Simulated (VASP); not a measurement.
Input:

```yaml
crystal:
  lattice:
    - [-1.39978, 1.39978, 1.39978]
    - [1.39978, -1.39978, 1.39978]
    - [1.39978, 1.39978, -1.39978]
  atoms:
    - { symbol: Fe, position: [0.00000, 0.00000, 0.00000], spin: 2.7 }
```

All values below come from r2SCAN meta-GGA, VASP's PBE PAW potentials (set 64) (plane waves; VASP 6.6.1). Run with 520 eV cut-off, 18×18×18 Γ-centred mesh, first-order Methfessel-Paxton smearing of 0.10 eV, potentials Fe.

Problem. What does the run give for the cell moment, energy per atom (σ→0), pressure, band gap (on the k-mesh) with the smallest direct gap where there is one?

Solution. 
| Quantity | Result |
|---|---|
| band gap (on the k-mesh) | none (metal, semimetal or under 0.01 eV) |
| cell moment | 2.58 μB |
| energy per atom (σ→0) | -14.327 eV/atom |
| pressure | 14.48 GPa |

Problem. Give the moment on each site (PAW-sphere projection).

Solution. 
| site | moment (μB) |
|---|---|
| Fe1 | 2.62 |

The absolute energy has meaning only against runs of the same code, potentials and settings.

The compound is Fe in the bcc structure. This cell is one point of a volume scan, at 0.94 of the reference volume.
